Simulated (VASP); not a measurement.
Data:

```
Lu
1.0
    1.77501    -3.07441     0.00000
    1.77501     3.07441     0.00000
    0.00000     0.00000     5.54557
Lu
2
Direct
  0.33333   0.66667   0.25000
  0.66667   0.33333   0.75000
```

Computed with revPBE GGA, VASP's PBE PAW potentials (set 64) (plane waves; VASP). Numerical set-up: 520 eV cut-off, Gaussian smearing of 0.050 eV, potentials Lu_3.

Problem. Give the energies of bands 7 to 12 at the high-symmetry points, in eV from the Fermi level.

Solution. 
```csv
band,Γ,M,K,A,L,H
7,-5.94,-2.33,-1.00,-4.33,-2.03,-0.58
8,-2.33,-1.34,-1.00,-4.33,-2.03,-0.58
9,0.55,-0.76,-0.63,1.21,0.09,-0.45
10,2.19,-0.38,-0.58,1.21,0.09,-0.45
11,2.19,1.56,1.28,2.11,1.30,0.32
12,2.61,1.88,1.28,2.11,1.30,0.32
```

It has no gap at this level: it comes out as a metal or semimetal.

The compound is Lu in the hcp structure. It was relaxed first.
